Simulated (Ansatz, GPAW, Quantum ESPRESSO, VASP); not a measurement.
# Code comparison for LaMg (Pmma, 4 atoms in the cell)

Self-consistent single point.

```yaml
crystal:
  lattice:
    - [5.61547, 0.00000, 0.00000]
    - [0.00000, 3.80146, 0.00000]
    - [0.00000, 0.00000, 5.78901]
  atoms:
    - { symbol: La, position: [0.75000, 0.00000, 0.79310] }
    - { symbol: La, position: [0.25000, 0.00000, 0.20690] }
    - { symbol: Mg, position: [0.25000, 0.50000, 0.69324] }
    - { symbol: Mg, position: [0.75000, 0.50000, 0.30676] }
```

All programs got the same cell, k-point mesh and kind of occupations (in Ansatz's words: kpoints.mp_grid.grid = 5 8 5; scf.occupations.method = gaussian; scf.occupations.width = 0.05 eV); potentials, basis and cutoffs are each program's usual ones.

```tsv
code	model	pressure (GPa)	largest force (eV/Å)	cutoff
VASP	LDA (PZ), VASP's LDA PAW potentials (set 64)	-3.14	0.072	300 eV
GPAW	LDA (Perdew-Wang 92), GPAW PAW datasets LDA (gpaw-data 1.0.1)	-2.76	0.069	800 eV
Ansatz	LDA (PW92), PAW files made with PBE	-2.80	0.069	420 eV
Quantum ESPRESSO	LDA (PZ), GBRV 1.5 ultrasoft (LDA) pseudopotentials	-2.77	0.075	40 Ry
```

The spread over the programs that give each value: pressure within 0.38 GPa; largest force within 0.006 eV/Å.

The starting cell comes from a database of computed structures (which also holds hypothetical and non-ambient phases and stackings), without a prior relaxation at this level.

Why do the programs differ, and what cannot be compared?

Differences of this kind can come from the potentials, where these differ, and from what each basis and cutoff leave unconverged. The valence holds different numbers of electrons (VASP 26, GPAW 42, Ansatz (a first-principles code) 42, Quantum ESPRESSO 42). The zero of total energies and Fermi levels follows the potentials and each program's conventions, so they are not compared here. Ansatz's pressure is given at a fixed set of plane waves, as the other plane-wave codes print theirs. The same LDA comes in different parametrisations, which differ slightly.

VASP's run is marked for a possible Pulay error in its stress at this cutoff; no cutoff test was made.

Left out of this page: ABINIT (with a known weakness of the program); CP2K, Elk and FLEUR (not drawn, or without a comparable value).

Keys are those of Ansatz 0.2.
